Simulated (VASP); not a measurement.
The system is KTaSe2.

```
K Ta Se
1.0
     4.08989    0.00000    0.00000
    -2.04494    3.54195    0.00000
     0.00000    0.00000    6.92235
K Ta Se
1 1 2
Direct
  0.00000 0.00000 0.00000
  0.00000 0.00000 0.50000
  0.33333 0.66667 0.23212
  0.66667 0.33333 0.76788
```

The cell was built by a generator and needn't be a form met in nature.

| Item | Value |
| --- | --- |
| Program | VASP 6.6.1 |
| Task | relaxation of cell and atoms |
| Functional | PBE |
| Potentials or basis | VASP PAW PBE potentials, release 64 (K_sv, Ta_pv, Se) |
| Cutoff | 600 eV |
| k mesh | 8 × 8 × 4 |
| Occupations | gaussian, width 0.05 eV |
| Spin | no spin polarisation |

At the start: pressure -4.8 GPa; volume 25.07 Å³/atom.

Where does the relaxation end?

Over 13 steps the energy falls by 753.5 meV/atom and the volume is 23.78 Å³/atom (-5.2 %); space group P-3m1 (No. 164, to 0.05 Å).

The path:
```tsv
step	energy change (eV)	largest force (eV/Å)	pressure (GPa)	volume (Å³)
1	0.0000	4.2536	-4.79	100.28
2	-1.6700	2.7558	1.88	89.77
3	-1.9834	0.8109	11.39	83.38
4	-2.6392	0.9724	7.31	89.98
5	-2.6440	1.7659	6.70	93.29
6	-2.8537	0.1194	-3.82	104.18
7	-2.8914	0.3528	-1.37	100.91
8	-2.9452	0.2455	-1.16	99.55
9	-3.0065	0.0307	-0.63	96.73
10	-3.0133	0.0862	-0.34	95.34
11	-3.0134	0.0727	-0.37	95.50
12	-3.0132	0.0667	0.46	94.67
13	-3.0140	0.0085	0.01	95.11
```

Final structure:
```
CELL_PARAMETERS angstrom
3.67825 0.00000 0.00000
-1.83913 3.18546 0.00000
0.00000 0.00000 8.11747
ATOMIC_POSITIONS crystal
K 0.00000 0.00000 0.00000
Ta 0.00000 0.00000 0.50000
Se 0.33333 0.66667 0.30343
Se 0.66667 0.33333 0.69657
```
